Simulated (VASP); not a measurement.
All values below come from HSEsol screened hybrid, VASP's PBE PAW potentials (set 64) (plane waves; VASP 6.6.1).

A VASP calculation is set up with these files.

**INCAR**
```
SYSTEM = GaN
PREC = Accurate
ENCUT = 520
EDIFF = 1E-6
NELM = 60
ALGO = Normal
LREAL = .FALSE.
LASPH = .TRUE.
ISMEAR = 0
SIGMA = 0.05
GGA = PS
HFSCREEN = 0.2
AEXX = 0.25
LHFCALC = .TRUE.
PRECFOCK = Fast
ISYM = 3
LMAXMIX = 4
LWAVE = .FALSE.
LCHARG = .FALSE.
ISIF = 2
```

File KPOINTS:
```
Automatic mesh
0
Gamma
8 8 8
0 0 0
```

### POSCAR
```
GaN
1
    0.0000000000     2.2520892816     2.2520892816
    2.2520892816     0.0000000000     2.2520892816
    2.2520892816     2.2520892816     0.0000000000
Ga N
1 1
Direct
  0.0000000000   0.0000000000   0.0000000000
  0.2500000000   0.2500000000   0.2500000000
```

POTCAR, in this order: Ga_d N (PBE.64 set). Program: vasp_std. Read from the step before: WAVECAR.

Output of the run:

**OSZICAR**
```
       N       E                     dE             d eps       ncg     rms          rms(c)
DAV:   1    -0.154496996859E+02   -0.15450E+02   -0.54331E-01  1110   0.256E+01    0.619E-01
DAV:   2    -0.154468077706E+02    0.28919E-02   -0.43685E-02  1082   0.650E+00    0.381E-01
DAV:   3    -0.154460385978E+02    0.76917E-03   -0.65626E-03  1044   0.219E+00    0.182E-01
DAV:   4    -0.154458095505E+02    0.22905E-03   -0.12079E-03   904   0.388E-01    0.827E-02
DAV:   5    -0.154457129449E+02    0.96606E-04   -0.93936E-05   869   0.135E-01    0.494E-02
DAV:   6    -0.154456884935E+02    0.24451E-04   -0.19325E-05   837   0.495E-02    0.304E-02
DAV:   7    -0.154456778493E+02    0.10644E-04   -0.40039E-06   804   0.238E-02    0.179E-02
DAV:   8    -0.154456740599E+02    0.37894E-05   -0.15940E-06   694   0.127E-02    0.107E-02
DAV:   9    -0.154456725935E+02    0.14664E-05   -0.41130E-07   392   0.100E-02    0.663E-03
DAV:  10    -0.154456721277E+02    0.46582E-06   -0.21886E-07   392   0.705E-03
   1 F= -.15445672E+02 E0= -.15445672E+02  d E =-.536380E-15
```

OUTCAR:
```
------------------------ aborting loop because EDIFF is reached ----------------------------------------
  FORCE on cell =-STRESS in cart. coord.  units (eV):
  Direction    XX          YY          ZZ          XY          YZ          ZX
  --------------------------------------------------------------------------------------
  Total       -0.7394482     -0.7394482     -0.7394482     -0.0000000     -0.0000000      0.0000000
  in kB      -51.8598830    -51.8598830    -51.8598830     -0.0000000     -0.0000000      0.0000000
  external PRESSURE =     -51.8598830 kB  Pullay stress =       0.0000000 kB
  volume of cell :       22.84
      direct lattice vectors                 reciprocal lattice vectors
     0.000000000  2.252089282  2.252089282    -0.222016065  0.222016065  0.222016065
     2.252089282  0.000000000  2.252089282     0.222016065 -0.222016065  0.222016065
     2.252089282  2.252089282  0.000000000     0.222016065  0.222016065 -0.222016065
  FREE ENERGIE OF THE ION-ELECTRON SYSTEM (eV)
  ---------------------------------------------------
  free  energy   TOTEN  =       -15.4456721277 eV

  energy  without entropy=      -15.4456721277  energy(sigma->0) =      -15.44567213

  exchange ACFDT corr.  =         0.00000000  see jH, gK, PRB 81, 115126
```
(Selected blocks of OUTCAR.)

The compound is GaN in the zinc blende structure, a metastable form; wurtzite is the usual one. This cell is one point of a volume scan, at 0.97 of the reference volume. The cell's shape comes from a PBE relaxation.
